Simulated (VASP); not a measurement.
Given:

```xyz
5
Lattice="3.9879 0.0000 0.0000 0.0000 3.9879 0.0000 0.0000 0.0000 3.9879" Properties=species:S:1:pos:R:3 pbc="T T T"
K      0.0000     0.0000     0.0000
Mg     1.9939     1.9939     1.9939
F      1.9939     0.0000     1.9939
F      0.0000     1.9939     1.9939
F      1.9939     1.9939     0.0000
```

The numbers are results of MS2 meta-GGA, VASP's PBE PAW potentials (set 64) (plane waves; VASP), not measurements. Run with 520 eV cut-off, 6×6×6 Γ-centred mesh, Gaussian smearing of 0.050 eV, potentials K_sv Mg F.

Give the energy at these volumes per atom, relative to the lowest: 11.89, 12.27, 12.65, 13.03, 13.41 Å³.

13.1, 3.4, 0.0, 2.2, 9.0 meV/atom. A third-order Birch-Murnaghan fit gives B0 = 76.0 GPa and B0′ = 4.5.

The compound is KMgF3 in the cubic perovskite structure. It was relaxed first.
